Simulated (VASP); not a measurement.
Output of a VASP run:

OSZICAR:
```
       N       E                     dE             d eps       ncg     rms          rms(c)
DAV:   1     0.803398743209E+02    0.80340E+02   -0.17755E+04  1600   0.137E+03
DAV:   2    -0.914104416503E+02   -0.17175E+03   -0.16637E+03  2081   0.251E+02
DAV:   3    -0.975433601475E+02   -0.61329E+01   -0.60850E+01  2168   0.446E+01
DAV:   4    -0.976009654888E+02   -0.57605E-01   -0.57522E-01  1976   0.469E+00
DAV:   5    -0.976017320118E+02   -0.76652E-03   -0.76590E-03  2131   0.500E-01    0.115E+01
DAV:   6    -0.879988063998E+02    0.96029E+01   -0.58288E+00  1939   0.148E+01    0.678E+00
DAV:   7    -0.878091029524E+02    0.18970E+00   -0.21064E+00  2031   0.895E+00    0.213E+00
DAV:   8    -0.883765608462E+02   -0.56746E+00   -0.13828E+00  1705   0.795E+00    0.689E-01
DAV:   9    -0.881193947261E+02    0.25717E+00   -0.38191E-01  1684   0.456E+00    0.268E-01
DAV:  10    -0.881671114964E+02   -0.47717E-01   -0.57489E-02  1808   0.178E+00    0.140E-01
DAV:  11    -0.881164162977E+02    0.50695E-01   -0.12630E-02  1799   0.979E-01    0.602E-02
DAV:  12    -0.881293284710E+02   -0.12912E-01   -0.60525E-03  1726   0.621E-01    0.146E-02
DAV:  13    -0.881281730764E+02    0.11554E-02   -0.97143E-04  1870   0.281E-01    0.164E-02
DAV:  14    -0.881279762518E+02    0.19682E-03   -0.55688E-05  2033   0.660E-02    0.940E-03
DAV:  15    -0.881279866005E+02   -0.10349E-04   -0.28486E-05  1710   0.484E-02    0.185E-03
DAV:  16    -0.881279877504E+02   -0.11498E-05   -0.61739E-06  1874   0.221E-02    0.816E-04
DAV:  17    -0.881279882847E+02   -0.53436E-06   -0.40931E-07  1940   0.530E-03    0.357E-04
DAV:  18    -0.881279881135E+02    0.17120E-06   -0.39412E-08   933   0.184E-03    0.152E-04
DAV:  19    -0.881279881651E+02   -0.51581E-07   -0.16125E-08   855   0.106E-03
   1 F= -.88127988E+02 E0= -.88127988E+02  d E =0.000000E+00
       N       E                     dE             ncg
       N       E                     dE             ncg
```

File OUTCAR:
```
------------------------ aborting loop because EDIFF is reached ----------------------------------------
  FORCE on cell =-STRESS in cart. coord.  units (eV):
  Direction    XX          YY          ZZ          XY          YZ          ZX
  --------------------------------------------------------------------------------------
  Total       -0.1901737      0.0786510      0.0478919     -0.0000000      0.0000000     -0.0909330
  in kB       -3.5116068      1.4523114      0.8843362     -0.0000000      0.0000000     -1.6791014
  external PRESSURE =      -0.3916531 kB  Pullay stress =       0.0000000 kB
  volume of cell :       86.77
      direct lattice vectors                 reciprocal lattice vectors
     4.408167319 -2.449311881 -0.001709750     0.113392441 -0.204138968 -0.086063628
     4.408167319  2.449311881 -0.001709750     0.113392441  0.204138968 -0.086063628
     3.048813201  0.000000000  4.016939333     0.000096528  0.000000000  0.248872493
 POSITION                                       TOTAL-FORCE (eV/Angst)
 -----------------------------------------------------------------------------------
      2.95861      1.57822      0.03888        -0.014849     -0.001582     -0.004058
      2.08271      0.00000      2.62831        -0.013971     -0.000000     -0.006655
      2.95861     -1.57822      0.03888        -0.014849      0.001582     -0.004058
      8.90654     -1.57822      3.97464         0.014849      0.001582      0.004058
      9.78244      0.00000      1.38521         0.013971     -0.000000      0.006655
      8.90654      1.57822      3.97464         0.014849     -0.001582      0.004058
      4.42909      1.00699      0.88445         0.000577     -0.007624      0.004842
      3.87022      0.00000      2.53663         0.004808     -0.000000     -0.007667
      4.42909     -1.00699      0.88445         0.000577      0.007624      0.004842
      7.43606     -1.00699      3.12907        -0.000577      0.007624     -0.004842
      7.99493      0.00000      1.47689        -0.004808     -0.000000      0.007667
      7.43606      1.00699      3.12907        -0.000577     -0.007624     -0.004842
 -----------------------------------------------------------------------------------
    total drift:                               -0.000000     -0.000000     -0.000000
  FREE ENERGIE OF THE ION-ELECTRON SYSTEM (eV)
  ---------------------------------------------------
  free  energy   TOTEN  =       -88.1279881651 eV

  energy  without entropy=      -88.1279881651  energy(sigma->0) =      -88.12798817

 total charge

# of ion       s       p       d       tot
------------------------------------------
    1        0.722   1.404   0.000   2.126
    2        0.722   1.404   0.000   2.126
    3        0.722   1.404   0.000   2.126
    4        0.722   1.404   0.000   2.126
    5        0.722   1.404   0.000   2.126
    6        0.722   1.404   0.000   2.126
    7        0.671   1.286   0.000   1.957
    8        0.671   1.286   0.000   1.957
    9        0.671   1.286   0.000   1.957
   10        0.671   1.286   0.000   1.957
   11        0.671   1.286   0.000   1.957
   12        0.671   1.286   0.000   1.957
--------------------------------------------------
tot          8.356  16.141   0.000  24.498
```
(Selected blocks of OUTCAR.)

### POSCAR
```
B
1
    4.4081673189    -2.4493118806    -0.0017097499
    4.4081673189     2.4493118806    -0.0017097499
    3.0488132005    -0.0000000000     4.0169393335
B
12
Direct
  0.0099618918   0.6543142688   0.0099618918
  0.0099618918   0.0099618918   0.6543142688
  0.6543142688   0.0099618918   0.0099618918
  0.9900381082   0.3456857312   0.9900381082
  0.9900381082   0.9900381082   0.3456857312
  0.3456857312   0.9900381082   0.9900381082
  0.2205417916   0.6316715626   0.2205417916
  0.2205417916   0.2205417916   0.6316715626
  0.6316715626   0.2205417916   0.2205417916
  0.7794582084   0.3683284374   0.7794582084
  0.7794582084   0.7794582084   0.3683284374
  0.3683284374   0.7794582084   0.7794582084
```

Question: Write an INCAR and KPOINTS that could have produced this output.

Answer: Several could match; the one computed here: the input of the run itself, r2SCAN meta-GGA, plane waves, VASP's PBE PAW potentials (set 64).

KPOINTS_OPT:
```
k-points along high-symmetry lines
8
Line-mode
Reciprocal
  0.000000   0.000000   0.000000 ! GAMMA
  0.500000   0.500000   0.500000 ! T

  0.500000   0.500000   0.500000 ! T
  0.757053   0.242947   0.500000 ! H_2

  0.500000  -0.242947   0.242947 ! H_0
  0.500000   0.000000   0.000000 ! L

  0.500000   0.000000   0.000000 ! L
  0.000000   0.000000   0.000000 ! GAMMA

  0.000000   0.000000   0.000000 ! GAMMA
  0.371474  -0.371474   0.000000 ! S_0

  0.628526   0.000000   0.371474 ! S_2
  0.500000   0.000000   0.500000 ! F

  0.500000   0.000000   0.500000 ! F
  0.000000   0.000000   0.000000 ! GAMMA
```

KPOINTS:
```
Automatic mesh
0
Gamma
6 6 6
0 0 0
```

### INCAR
```
SYSTEM = B
PREC = Accurate; ENCUT = 520; LREAL = F
LASPH = T
EDIFF = 1E-7; NELM = 100; ALGO = Normal
LMIXTAU = T
ISMEAR = -5
METAGGA = R2SCAN
ISIF = 2
LWAVE = F; LCHARG = F; LORBIT = 11
NEDOS = 601
LEFG = T
```

POTCAR, in this order: B (PBE.64 set). Program: vasp_std.

The compound is B in the alpha structure. It was relaxed first.
